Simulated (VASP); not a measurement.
Given:

```xyz
1
Lattice="2.7200 0.0000 0.0000 0.0000 2.7200 0.0000 0.0000 0.0000 2.7200" Properties=species:S:1:pos:R:3 pbc="T T T"
Nb     0.0000     0.0000     0.0000
```

These are PBEsol GGA, VASP's PBE PAW potentials (set 64) (plane waves; VASP) values and carry that method's errors. Run with 400 eV cut-off, 12×12×12 Γ-centred mesh, first-order Methfessel-Paxton smearing of 0.10 eV, potentials Nb_sv.

Energy and stress use the plane-wave basis of the starting cell.

Problem. The ions, cell shape and volume are relaxed. What does this cell relax into?

Solution. 
```xyz
1
Lattice="2.6825 0.0000 0.0000 0.0000 2.6825 0.0000 0.0000 0.0000 2.6825" Properties=species:S:1:pos:R:3 pbc="T T T"
Nb     0.0000     0.0000     0.0000
```
Space group Pm-3m (221), at a tolerance of 0.03 Å.

Problem. How do energy and volume change from the first to the last step?

Solution. The energy (σ→0) changes by -15.3 meV/atom and the volume by -4.1 %, in 4 ionic steps.

The structure was generated: Nb was put into the simple-cubic type (Pm-3m), which need not be its known phase. This run relaxes it. Symmetry was kept, so distortions that lower it aren't found.
